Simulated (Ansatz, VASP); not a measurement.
Two plane-wave programs on CaZr

File INCAR:

```
ALGO     = Fast           # electronic algorithm
EDIFF    = 1E-6           # SCF threshold, eV
EDIFFG   = -0.04          # ionic threshold
ENCUT    = 600            # plane-wave cutoff, eV
GGA      = PE             # functional
IBRION   = 2              # ionic algorithm
ISIF     = 3              # what is computed and relaxed
ISMEAR   = 0              # smearing method
LASPH    = T              # aspherical terms in the spheres
LCHARG   = F              # write CHGCAR
LREAL    = F              # projectors in reciprocal space
LWAVE    = F              # write WAVECAR
NELM     = 60             # most SCF steps
NSW      = 90             # ionic steps
PREC     = Accurate       # precision mode
SIGMA    = 0.1            # smearing width, eV
```

File KPOINTS:

```
k-points
0
Gamma
  6 6 6
```

File POSCAR:

```
CaZr
1.0
    3.3766771100      0.0000000000      0.0000000000
    0.0000000000      3.3766771100      0.0000000000
    0.0000000000      0.0000000000      3.3766771100
Ca Zr
1 1
Direct
    0.0000000000      0.0000000000      0.0000000000
    0.5000000000      0.5000000000      0.5000000000
```

Input for Ansatz:

```yaml
crystal:
  lattice:
    - [3.37667711, 0.0, 0.0]
    - [0.0, 3.37667711, 0.0]
    - [0.0, 0.0, 3.37667711]
  atoms:
    - { symbol: Ca, position: [0.0, 0.0, 0.0] }
    - { symbol: Zr, position: [0.5, 0.5, 0.5] }
basis:
  ecutwfc: 420
kpoints:
  mp_grid: { grid: [6, 6, 6] }
hamiltonian:
  xc: pbe
scf:
  occupations: { method: gaussian, width: 0.1 }
  lower_state_search: "off"
output:
  forces: true
  stress: true
  eigenvalues: true
relax:
  adjacent_minimum: "off"
  f_tol: 0.04
  max_steps: 70
  cell: { stress_tol: 0.4 }
```

Change from the starting cell: species swapped into the TaTc type (Pm-3m, No. 221).

Alike in both runs: task relaxation of cell and atoms; functional PBE; k mesh 6 × 6 × 6; occupations gaussian, width 0.1 eV; no spin polarisation.

```csv
,VASP,Ansatz
version,VASP 6.6.1,Ansatz 0.2.0
potentials or method,"VASP PAW PBE potentials, release 64 (Ca_sv, Zr_sv)","scalar-relativistic, plane waves, PAW"
plane-wave cutoff (eV),600,420
valence electrons in the cell,22,22
```

Ansatz gave:

- gap on the k mesh at the Fermi level, each at its own relaxed structure (eV): none
- relaxed volume (Å³/atom): 28.69
- relaxed cell length with the largest relative difference (Å): 3.857
- energy change over the relaxation (meV/atom): -750

Estimate VASP's values.

gap on the k mesh at the Fermi level, each at its own relaxed structure (eV): none; relaxed volume (Å³/atom): 29.01; relaxed cell length with the largest relative difference (Å): 3.871; energy change over the relaxation (meV/atom): -756.

A gap of «none» marks a metal or a gap that the smearing closes.

Caveats: the volume moved by over 15 % at a fixed basis, so the end points are rough.
